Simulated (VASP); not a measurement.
These are PBE GGA, VASP's PBE PAW potentials (set 64) (plane waves; VASP) values and carry that method's errors.

VASP ran on this input.

KPOINTS:
```
k-points along high-symmetry lines
15
Line-mode
Reciprocal
  0.000000   0.000000   0.000000 ! GAMMA
  0.000000   0.500000   0.000000 ! X

  0.000000   0.500000   0.000000 ! X
  0.500000   0.500000   0.000000 ! M

  0.500000   0.500000   0.000000 ! M
  0.000000   0.000000   0.000000 ! GAMMA

  0.000000   0.000000   0.000000 ! GAMMA
  0.500000   0.500000   0.500000 ! R

  0.500000   0.500000   0.500000 ! R
  0.000000   0.500000   0.000000 ! X

  0.500000   0.500000   0.500000 ! R
  0.500000   0.500000   0.000000 ! M
```

### POSCAR
```
CuZn
1.0
  2.9605579614   0.0000000000   0.0000000000
  0.0000000000   2.9605579614   0.0000000000
  0.0000000000   0.0000000000   2.9605579614
Zn Cu
1 1
Cart
  1.4802789807   1.4802789807   1.4802789807
  0.0000000000   0.0000000000   0.0000000000
```

### INCAR
```
SYSTEM = CuZn
PREC = Accurate; ENCUT = 400; LREAL = .FALSE.
LASPH = .TRUE.; ICHARG = 11
EDIFF = 1E-7; NELM = 100; ALGO = Normal
LMAXMIX = 4
ISMEAR = 0; SIGMA = 0.05
GGA = PE
LWAVE = .FALSE.; LCHARG = .FALSE.; LORBIT = 11
```

POTCAR, in this order: Zn Cu (PBE.64 set). Program: vasp_std. Read from the step before: CHGCAR.

Output of the run:

OSZICAR:
```
       N       E                     dE             d eps       ncg     rms          rms(c)
DAV:   1     0.101282450651E+03    0.10128E+03   -0.99602E+03  2796   0.215E+03
DAV:   2    -0.147312192639E+01   -0.10276E+03   -0.99568E+02  2714   0.303E+02
DAV:   3    -0.411432979667E+01   -0.26412E+01   -0.26376E+01  3442   0.643E+01
DAV:   4    -0.413039881753E+01   -0.16069E-01   -0.16068E-01  3267   0.443E+00
DAV:   5    -0.413065403817E+01   -0.25522E-03   -0.25522E-03  3510   0.564E-01
DAV:   6    -0.413066195892E+01   -0.79207E-05   -0.79212E-05  3334   0.836E-02
DAV:   7    -0.413066231044E+01   -0.35152E-06   -0.35156E-06  3476   0.186E-02
DAV:   8    -0.413066232461E+01   -0.14166E-07   -0.14597E-07  2880   0.343E-03
   1 F= -.41306623E+01 E0= -.41299062E+01  d E =-.151219E-02
```

**OUTCAR**
```
 val. band max:        6.9105962513   @ k =   0.2500   0.2500   0.0000

 cond. band min:       7.0767896772   @ k =   0.5000   0.5000   0.0000



 k-point     1 :       0.0000    0.0000    0.0000
  band No.  band energies     occupation
      1      -4.8258      2.00000
      2      -2.4033      2.00000
      3      -2.4033      2.00000
      4      -1.7332      2.00000
      5      -1.7332      2.00000
      6      -1.7332      2.00000
      7       1.8577      2.00000
      8       1.8577      2.00000
      9       2.6838      2.00000
     10       2.6838      2.00000
     11       2.6838      2.00000
     12      11.5641      0.00000
     13      11.5641      0.00000
     14      11.5641      0.00000
     15      16.5498      0.00000

 k-point     2 :       0.0000    0.0357    0.0000
  band No.  band energies     occupation
      1      -4.8029      2.00000
      2      -2.4007      2.00000
      3      -2.3984      2.00000
      4      -1.7352      2.00000
      5      -1.7352      2.00000
      6      -1.7322      2.00000
      7       1.8565      2.00000
      8       1.8600      2.00000
      9       2.6762      2.00000
     10       2.6762      2.00000
     11       2.6830      2.00000
     12      11.3126      0.00000
     13      11.5989      0.00000
     14      11.5989      0.00000
     15      16.5621      0.00000

 k-point     3 :       0.0000    0.0714    0.0000
  band No.  band energies     occupation
      1      -4.7344      2.00000
      2      -2.3931      2.00000
      3      -2.3839      2.00000
      4      -1.7412      2.00000
      5      -1.7412      2.00000
      6      -1.7293      2.00000
      7       1.8528      2.00000
      8       1.8663      2.00000
      9       2.6537      2.00000
     10       2.6537      2.00000
     11       2.6805      2.00000
     12      10.6803      0.00000
     13      11.7026      0.00000
     14      11.7026      0.00000
     15      16.5990      0.00000

...
```

The density is held fixed in this step, so its total energy and stress have no physical meaning.

The compound is CuZn in the CsCl type structure. It was relaxed first. The electron count is odd and the run is not spin-polarised, which forces a metal.
